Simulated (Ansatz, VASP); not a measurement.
# BeSi: VASP beside Ansatz

One calculation is typed for both programs; each brings its own data sets and cutoff. How far apart do they land? The cell is invented: other elements were put on sites of a known structure type. It may not be a known or stable phase. The cell is taken from a series of VASP runs on this material, whose earlier steps may have relaxed, scaled or displaced it; both programs get it as it stands.

Program: Ansatz 0.2.0. Level of theory: plane waves, with VASP 6.6.1 beside it; relaxation of cell and atoms at PBEsol. Results are calculated unless marked as measured.

## Step 1: Set-up

The structure is cubic, space group Pm-3m (No. 221). The conventional cell has a = 2.824 Å, b = 2.824 Å, c = 2.824 Å, α = 90.00°, β = 90.00°, γ = 90.00°. Nearest to Be lie 8 Si at 2.45 Å. Nearest to Si lie 8 Be at 2.45 Å. Farther neighbours are not listed.

## Step 2: VASP: relaxation of cell and atoms, PBEsol

The relaxed volume is the usual yardstick between codes: its relative difference is about their pressure difference at one cell divided by the bulk modulus.

Lines of VASP's logs that name or quote its potential files are left out, and so is its time.

The input, INCAR:

```
SYSTEM = BeSi
PREC = Accurate
ENCUT = 400
EDIFF = 1E-06
NELM = 100
ISMEAR = 0
SIGMA = 0.05
LREAL = .FALSE.
ALGO = Normal
GGA = PS
LORBIT = 11
LWAVE = .FALSE.
LCHARG = .FALSE.
IBRION = 2
NSW = 60
ISIF = 3
EDIFFG = -0.01
```

The input, POSCAR:

```
BeSi
1.0
    2.8238981152      0.0000000000      0.0000000000
    0.0000000000      2.8238981152      0.0000000000
    0.0000000000      0.0000000000      2.8238981152
Be Si
1 1
Direct
    0.5000000000      0.5000000000      0.5000000000
    0.0000000000      0.0000000000      0.0000000000
```

The input, KPOINTS:

```
Automatic mesh
0
Gamma
9 9 9
0 0 0
```

PAW data sets: Be and Si (PBE family, release 64).

Launch:

```bash
mpirun -np 1 vasp_std
```

Numbers of over 12 decimals in the logs are rounded to 6 here.

The program printed:

```text
[banner, memory and clock lines left out]
running    1 mpi-ranks, on    1 nodes
 distrk:  each k-point on    1 cores,    1 groups
 distr:  one band on    1 cores,    1 groups

 POSCAR found type information on POSCAR BeSi
 POSCAR found :  2 types and       2 ions
|                                                                             |
|               ----> ADVICE to this user running VASP <----                  |
|                                                                             |
|     You enforced a specific xc type in the INCAR file but a different       |
|     [... a line on the potential file left out ...]
|     I HOPE YOU KNOW WHAT YOU ARE DOING!                                     |
|                                                                             |

 LDA part: xc-table for (Slater+PW92), standard interpolation
 POSCAR, INCAR and KPOINTS ok, starting setup
 FFT: planning ... GRIDC
 FFT: planning ... GRID_SOFT
 FFT: planning ... GRID
 WAVECAR not read
 entering main loop
       N       E                     dE             d eps       ncg     rms          rms(c)
DAV:   1    -0.210521839828E+01   -0.21052E+01   -0.21734E+03   497   0.539E+02
DAV:   2    -0.873097125728E+01   -0.66258E+01   -0.64961E+01   707   0.610E+01
DAV:   3    -0.883217253609E+01   -0.10120E+00   -0.10117E+00   623   0.747E+00
DAV:   4    -0.883291882034E+01   -0.74628E-03   -0.74628E-03   805   0.490E-01
DAV:   5    -0.883291948472E+01   -0.66438E-06   -0.66369E-06   623   0.116E-02    0.335E+00
DAV:   6    -0.878148365429E+01    0.51436E-01   -0.61258E-02   714   0.126E+00    0.179E+00
DAV:   7    -0.876615357413E+01    0.15330E-01   -0.40544E-02   700   0.103E+00    0.228E-01
DAV:   8    -0.876543489134E+01    0.71868E-03   -0.43497E-03   665   0.375E-01    0.649E-02
DAV:   9    -0.876522026930E+01    0.21462E-03   -0.12667E-03   686   0.179E-01    0.531E-02
DAV:  10    -0.876520069276E+01    0.19577E-04   -0.63019E-05   693   0.485E-02    0.129E-02
DAV:  11    -0.876520064933E+01    0.43434E-07   -0.67217E-07   476   0.722E-03
   1 F= -.87652006E+01 E0= -.87634415E+01  d E =-.876520E+01
 curvature:   0.00 expect dE= 0.000E+00 dE for cont linesearch  0.000E+00
 trial: gam= 0.00000 g(F)=  0.000E+00 g(S)=  0.332E-06 ort = 0.000E+00 (trialstep = 0.100E+01)
 search vector abs. value=  0.332E-06
 reached required accuracy - stopping structural energy minimisation
```

From OUTCAR (step 2):

```text
ion  position               nearest neighbor table
   1  0.500  0.500  0.500-   2 2.45   2 2.45   2 2.45   2 2.45   2 2.45   2 2.45   2 2.45   2 2.45

  LATTYP: Found a simple cubic cell.
 ALAT       =     2.8238981152

 Subroutine GETGRP returns: Found 48 space group operations
 (whereof 48 operations were pure point group operations)

The static configuration has the point symmetry O_h .

 Found     35 irreducible k-points:

   k-points           NKPTS =     35   k-points in BZ     NKDIM =     35   number of bands    NBANDS=      7

   dimension x,y,z NGX =    18 NGY =   18 NGZ =   18
   dimension x,y,z NGXF=    36 NGYF=   36 NGZF=   36

   ENCUT  =  400.0 eV  29.40 Ry    5.42 a.u.   4.61  4.61  4.61*2*pi/ulx,y,z

   NELECT =       6.0000    total number of electrons

 k-points in reciprocal lattice and weights: Automatic mesh
   0.00000000  0.00000000  0.00000000       0.001
   0.11111111  0.00000000  0.00000000       0.008
   0.22222222  0.00000000  0.00000000       0.008
   0.33333333  0.00000000  0.00000000       0.008
   0.44444444  0.00000000  0.00000000       0.008
   0.11111111  0.11111111  0.00000000       0.016
   0.22222222  0.11111111  0.00000000       0.033
   0.33333333  0.11111111  0.00000000       0.033
   0.44444444  0.11111111  0.00000000       0.033
[...]
0.44444444  0.44444444  0.33333333       0.033
   0.44444444  0.44444444  0.44444444       0.011

 average (electrostatic) potential at core
       1 -31.2982       2 -80.5298

 E-fermi :   9.1680

 k-point     1 :       0.0000    0.0000    0.0000
  band No.  band energies     occupation
      1      -4.5528      2.00000
      2      10.5905      0.00000
      3      10.5905      0.00000
      4      10.5905      0.00000
      5      13.6233      0.00000
      6      13.6233      0.00000
    ...

 k-point     2 :       0.1111    0.0000    0.0000
  band No.  band energies     occupation
      1      -4.3485      2.00000
      2       8.5351      2.00000
      3      10.7972      0.00000
      4      10.7972      0.00000
      5      13.8344      0.00000
      6      15.4816      0.00000
      7      18.1371      0.00000

 k-point     3 :       0.2222    0.0000    0.0000
  band No.  band energies     occupation
      1      -3.7421      2.00000
      2       5.7284      2.00000
      3      11.4160      0.00000
      4      11.4160      0.00000
      5      14.4515      0.00000
      6      16.7972      0.00000
      7      20.2964      0.00000

  Total       -0.0021406     -0.0021406     -0.0021406      0.0000000      0.0000000     -0.0000000
  in kB       -0.1523013     -0.1523013     -0.1523013      0.0000000      0.0000000     -0.0000000
  external PRESSURE =      -0.1523013 kB  Pullay stress =       0.0000000 kB

  energy-cutoff  :      400.00
  volume of cell :       22.52
      direct lattice vectors                 reciprocal lattice vectors
     2.823898115  0.000000000  0.000000000     0.354120425  0.000000000  0.000000000
     0.000000000  2.823898115  0.000000000     0.000000000  0.354120425  0.000000000
     0.000000000  0.000000000  2.823898115     0.000000000  0.000000000  0.354120425

 POSITION                                       TOTAL-FORCE (eV/Angst)
 -----------------------------------------------------------------------------------
      1.41195      1.41195      1.41195         0.000000      0.000000      0.000000
      0.00000      0.00000      0.00000         0.000000      0.000000      0.000000
 -----------------------------------------------------------------------------------
    total drift:                                0.000000     -0.000000      0.000000

  FREE ENERGIE OF THE ION-ELECTRON SYSTEM (eV)
  ---------------------------------------------------
  free  energy   TOTEN  =        -8.7652006493 eV

  energy  without entropy=       -8.7616823554  energy(sigma->0) =       -8.76344150

 reached required accuracy - stopping structural energy minimisation

 total charge
# of ion       s       p       d       tot
------------------------------------------
    1        0.417   0.581   0.000   0.999
    2        0.807   0.770   0.000   1.577
--------------------------------------------------
tot          1.224   1.351   0.000   2.575

[... 3 further parts left out ...]
```

## Step 3: Ansatz: relaxation of cell and atoms, PBEsol

Ansatz runs on its default PAW (the set named soft_2) files.

The same cell, functional, mesh and smearing now go to Ansatz, which takes its cutoff from its data sets.

The input, input.yaml:

```yaml
crystal:
  lattice:
    - [2.8238981152, 0.0, 0.0]
    - [0.0, 2.8238981152, 0.0]
    - [0.0, 0.0, 2.8238981152]
  atoms:
    - { symbol: Be, position: [0.5, 0.5, 0.5] }
    - { symbol: Si, position: [0.0, 0.0, 0.0] }
hamiltonian:
  xc: pbesol
  pseudopotentials: { kind: paw }
kpoints:
  mp_grid: { grid: [9, 9, 9] }
scf:
  occupations: { method: gaussian, width: 0.05 }
relax:
  f_tol: 0.01
  max_steps: 60
  cell: { stress_tol: 0.05 }
output:
  forces: true
  stress: true
```

Launch:

```bash
ansatz run input.yaml --threads 4 --pin off --max-ram 9216MiB --backend cpu --events-out ev --progress --plain --runs-dir out
```

The program printed:

```text
Engine: ansatz 0.2.0, x86_64-unknown-linux-gnu
Pseudopotentials: kind: paw
Pseudopotential: Be, paw, valence charge 2, recommended cutoff 420 eV (normal), Be.paw.azcp
Pseudopotential: Si, paw, valence charge 4, recommended cutoff 420 eV (normal), Si.paw.azcp
Functional definition: PBEsol
  exchange = pbesol_x
  correlation = pbesol_c
Crystal: 2 atoms, lattice volume = 22.519 Å³
Basis set: ecut = 420 eV, 461 PW (Γ), exchange–correlation on 40×40×40 points (8 copies of the dense FFT grid, shifted against one another)
Bands: 7, of which v1, the nominal top of the filled ones, is band 3 counted from 1 (2 counted from 0)
Symmetry: 48 space group operations
Space group: Pm-3m (ITA 221), of the structure as read, at distance tolerance 2.8e-5 Å
k-points: 35 of 729
Non-local potential: Be, projectors of the file, l = 0: 2, l = 1: 2, l = 2: 1
Non-local potential: Si, projectors of the file, l = 0: 2, l = 1: 2, l = 2: 2
PAW form: soft (Blöchl's): semilocal exchange-correlation on the pseudo side does not see the compensation charge
PAW frozen core: Be, regenerated for the run's functional, and the local potential with it (the file was generated under x = pbe(κ = 0.804, μ = 0.219515), c = pbe(β = 0.066725))
PAW frozen core: Si, regenerated for the run's functional, and the local potential with it (the file was generated under x = pbe(κ = 0.804, μ = 0.219515), c = pbe(β = 0.066725))
PAW one-centre angular grid: Be, 110 points (default); XC on 64 Gauss nodes
PAW one-centre angular grid: Si, 110 points (default); XC on 64 Gauss nodes
Initial density: superposition of atomic densities (neutral atoms: chi_scale 0, normalization atom), corrected by the library's trained network
Initial wavefunctions: pseudopotential atomic-orbital guess
Functional: x = pbesol(κ = 0.804, μ = 0.123457), c = pbesol(β = 0.046)
SCF iter   1: F=—  HF=-710.865595 eV  |F-HF|=—  |Δ(HF+E_count)|=         —  Δρ=4.98e-3  dr2=9.45e-3  ethr=1.77e-3  ⟨swp⟩=5.3  Hψ=2092  notcnv=0
preconditioner: auto → none  [metal: Δε(μ)=0.041 eV  Ē_g=10.821 eV  σ=0.050 eV  W_gap=0.42  n_scr=0 (ndim 8)  ℏωp=19.2 eV  f_vac=0.000  D(μ)=2.43/eV (n_scr^D=26)]
SCF iter   2: F=—  HF=-710.861929 eV  |F-HF|=—  |Δ(HF+E_count)|=   3.67e-3  Δρ=7.82e-4  dr2=9.90e-5  ethr=1.57e-4  ⟨swp⟩=1.9  Hψ=618  notcnv=0  defer=8
SCF iter   3: F=—  HF=-710.861873 eV  |F-HF|=—  |Δ(HF+E_count)|=   5.61e-5  Δρ=3.06e-4  dr2=7.74e-6  ethr=1.65e-6  ⟨swp⟩=2.1  Hψ=336  notcnv=0  defer=8
SCF iter   4: F=—  HF=-710.861877 eV  |F-HF|=—  |Δ(HF+E_count)|=   3.40e-6  Δρ=2.42e-5  dr2=1.80e-7  ethr=1.29e-7  ⟨swp⟩=2.0  Hψ=337  notcnv=0  defer=8
iter 5 did not close the SCF: its close was put off for the readings that it lacked (scf_convergence_deferred on its scf_iter line)
SCF iter   5: F=-710.861877 eV  HF=-710.861877 eV  |F-HF|=8.82e-11  |Δ(HF+E_count)|=   5.67e-8  Δρ=1.46e-6  dr2=3.44e-10  ethr=3.01e-9  ⟨swp⟩=2.1  Hψ=329  notcnv=0  defer=8
SCF iter   6: F=-710.861877 eV  HF=-710.861877 eV  |F-HF|=5.68e-13  |Δ(HF+E_count)|=  2.48e-10  Δρ=6.76e-8  dr2=6.16e-13  ethr=5.73e-12  ⟨swp⟩=1.0  Hψ=689  notcnv=0
SCF 1 converged in 6 iterations: F = -710.861877 eV  dr2 = 6.16e-13
  greatest PAW one-centre occupation: 0.664 electrons in one spin orbital (limit 2), on the Si atom at site 1 (counted from 0), in its partial waves of l = 0
relax step   1: F+E_penalty+E_count = -710.86187668 eV  Δ(F+E_penalty+E_count) = +0.000e0 eV  max|allowed force component| = 8.628e-32 eV/Å  Δτ_max = 0.0000 Å  P = -0.196 GPa  Ω = 22.519 Å³  (6 SCF iters, dr2 threshold 1.00e-7 eV, accepted)
[...]
relax step   2: F+E_penalty+E_count = -710.86190741 eV  Δ(F+E_penalty+E_count) = -3.073e-5 eV  max|allowed force component| = 1.397e-31 eV/Å  Δτ_max = 0.0000 Å  P = -0.068 GPa  Ω = 22.489 Å³  energy of the carried Pulay correction = +6.287e-6 eV  (2 SCF iters, dr2 threshold 9.63e-8 eV, accepted)
[...]
relax step   3: F+E_penalty+E_count = -710.86191395 eV  Δ(F+E_penalty+E_count) = -6.543e-6 eV  max|allowed force component| = 2.465e-32 eV/Å  Δτ_max = 0.0000 Å  P = +0.001 GPa  Ω = 22.474 Å³  energy of the carried Pulay correction = +9.598e-6 eV  (3 SCF iters, dr2 threshold 1.15e-8 eV, accepted)
[...]
relax step   4: F+E_penalty+E_count = -710.86190765 eV  Δ(F+E_penalty+E_count) = +6.301e-6 eV  max|allowed force component| = 2.054e-32 eV/Å  Δτ_max = 0.0000 Å  P = +0.000 GPa  Ω = 22.474 Å³  stress off target by 4.35e-4 GPa  SCF on the basis re-selected at this cell (its energy is not comparable with the rows above)  (4 SCF iters)
basis re-selected at this cell: Δ(F+E_penalty+E_count) = +6.301e-6 eV, ΔP = -0.000 GPa vs the last step (what re-selecting the basis moved, of the pressure what is left beyond the Pulay correction that the steps carried, after the strain that the cell walked since its last selection, with what the two solves' SCF thresholds leave and, on support functions, any second-order correction that the steps lacked; it is no m [...]
SCF converged after 4 iterations
Free energy (F): -710.861908 eV
Harris-Foulkes:  -710.861908 eV  (|F-HF|=1.10e-11)
Internal energy: -710.858427 eV  (E = F + TS)
E sigma→0 (E₀):  -710.860167 eV
Entropy (-TS):   -0.003481 eV (-1.741 meV/atom)
Fermi energy:    9.926135 eV
--- Per-component energies (eV) ---
  E_band       = 26.192438
  E_kinetic    = 61.666455
  E_local      = 4.943079  (includes V_loc(G=0)·N_el)
  E_nonlocal   = 30.005018
  E_hartree    = 0.905328
  E_xc         = -75.278607
  E_vxc        = -68.900040  (∫ρ·V_xc dr)
  E_paw        = -555.627932  (= ΣΔE_a)
  E_vpaw       = -3.332730  (= ΣTr[D̂ρ^β])
  E_aug_tail   = 0.000007  (compensation charges beyond the density's cutoff)
  E_ewald      = -177.512867
  E_core_change = 0.041092  (= ΣΔE_core)
  E_smearing   = -0.003481  (= −TS)
  E_closure    = 0.000000  (closes the sum)
  Σ components = -710.861908   (vs F -710.861908, Δ=0.00e0)
--- Forces (eV/Å), atoms counted from 1 ---
  atom   1  Be     0.00000000     0.00000000     0.00000000
  atom   2  Si     0.00000000    -0.00000000    -0.00000000
  max |Σ_I F_I| component: 4.11e-32 eV/Å
--- Stress (GPa, compression-positive) ---
        0.000435       0.000000      -0.000000
        0.000000       0.000435       0.000000
       -0.000000       0.000000       0.000435
  P = ⅓ Tr σ = 0.0004 GPa (0.004 kbar)
--- Relaxed structure (3 steps of the walk, 3 accepted, 1 SCFs on fresh bases) ---
  F+E_penalty+E_count = -710.86190765 eV   max|allowed force component| = 2.054e-32 eV/Å   (the final SCF, on the basis selected at the relaxed cell)
  cell:  # Å, volume = 22.4735 Å³
    - [2.822001, 0, 0]
    - [0, 2.822001, 0.0]
    - [0, 0.0, 2.822001]
  atoms:
    - { symbol: Be, position: [0.5, 0.5, 0.5] }
    - { symbol: Si, position: [0, 0, 0] }
```

Wall time 1.6 s (4 threads of Intel Xeon Platinum 8488C (Sapphire Rapids), shared host); peak memory 0.33 GiB.

## Step 4: Side by side

Known differences besides the potentials themselves: both relaxations stop at a tolerance, which leaves soft axes loose, and VASP keeps its plane-wave basis; the cutoff is 420 eV in Ansatz and 400 eV in VASP; Ansatz makes its cores anew for this functional, VASP keeps those of its PBE data sets; VASP leaves aspherical gradient terms in its spheres out (LASPH is not set), Ansatz keeps them; Ansatz adds a Pulay correction to the stress that steers its cell, VASP none. Total energies have different zeros and are not compared.

Both answers:

| quantity | Ansatz | VASP | difference |
| --- | --- | --- | --- |
| volume (Å³) | 22.47 | 22.52 | -0.20 % |
| edge a after relaxation, in the typed setting (Å) | 2.822 | 2.824 | -0.07 % |

The walks stopped with 0.00 GPa left in Ansatz and -0.02 GPa in VASP; each walk ends within a tolerance, so the volume difference is uncertain by about these residues over the bulk modulus, most in soft cells.

## Step 5: Results

- difference in volume (relaxation of cell and atoms, PBEsol): -0.20 %

In words: The difference in volume is -0.20 % (relaxation of cell and atoms, PBEsol), within the 1.2 % picked in this series as the mark of a large difference, as far as the stopping tolerances let one tell. How closely two codes agree says nothing of how well the functional describes the real material.

[Lines on the potential files, build, host, timing and source positions are cut from VASP's logs without a mark.]

[Logs are printed without paths, hosts, clocks, repeated set-up lines and the standing remarks that a program may print on its own settings, such as how far it seeks lower states.]

[Hosts, paths, dates, database ids (printed as entryN), source tags and the programs' standing remarks are cut or masked in the printed files.]
